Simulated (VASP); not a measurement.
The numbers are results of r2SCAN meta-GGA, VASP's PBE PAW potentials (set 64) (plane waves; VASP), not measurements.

VASP ran on this input.

KPOINTS_OPT:
```
k-points along high-symmetry lines
10
Line-mode
Reciprocal
  0.000000   0.000000   0.000000 ! GAMMA
  0.500000   0.000000   0.500000 ! X

  0.500000   0.000000   0.500000 ! X
  0.625000   0.250000   0.625000 ! U

  0.375000   0.375000   0.750000 ! K
  0.000000   0.000000   0.000000 ! GAMMA

  0.000000   0.000000   0.000000 ! GAMMA
  0.500000   0.500000   0.500000 ! L

  0.500000   0.500000   0.500000 ! L
  0.500000   0.250000   0.750000 ! W

  0.500000   0.250000   0.750000 ! W
  0.500000   0.000000   0.500000 ! X
```

**KPOINTS**
```
Automatic mesh
0
Gamma
14 14 14
0 0 0
```

### POSCAR
```
Sm
5.1381080
  0.0000000000   0.5000000410   0.5000000410
  0.5000000410   0.0000000000   0.5000000410
  0.5000000410   0.5000000410   0.0000000000
Sm
1
direct
  0.0000000000   0.0000000000   0.0000000000
```

INCAR:
```
ALGO  =  Normal
EDIFF  =  1E-7
ENCUT  =  400
ISIF  =  2
ISMEAR  =  -5
LASPH  =  .True.
LCHARG  =  .False.
LMAXMIX  =  6
LMIXTAU  =  .True.
LORBIT  =  11
LREAL  =  .False.
LWAVE  =  .False.
METAGGA  =  R2SCAN
NEDOS  =  601
NELM  =  100
PREC  =  Accurate
SYSTEM  =  Sm
```

POTCAR, in this order: Sm_3 (PBE.64 set). Program: vasp_std.

Q: What will the output report for the number of irreducible k-points (NKPTS), number of bands (NBANDS), largest plane-wave count, number of space-group operations, FFT grid (NGX, NGY, NGZ)?

A: 
```yaml
number of irreducible k-points (NKPTS): 104
number of bands (NBANDS): 9
largest_plane_wave_count: 636
number_of_space_group_operations: 48
FFT grid (NGX, NGY, NGZ): 24 × 24 × 24
```

The structure was generated: Sm was put into the fcc type (Fm-3m), which need not be its known phase. It was relaxed first. The 4f electrons are frozen in the core of the lanthanide potential, so 4f levels, which can set the real gap, and their magnetism are missing.
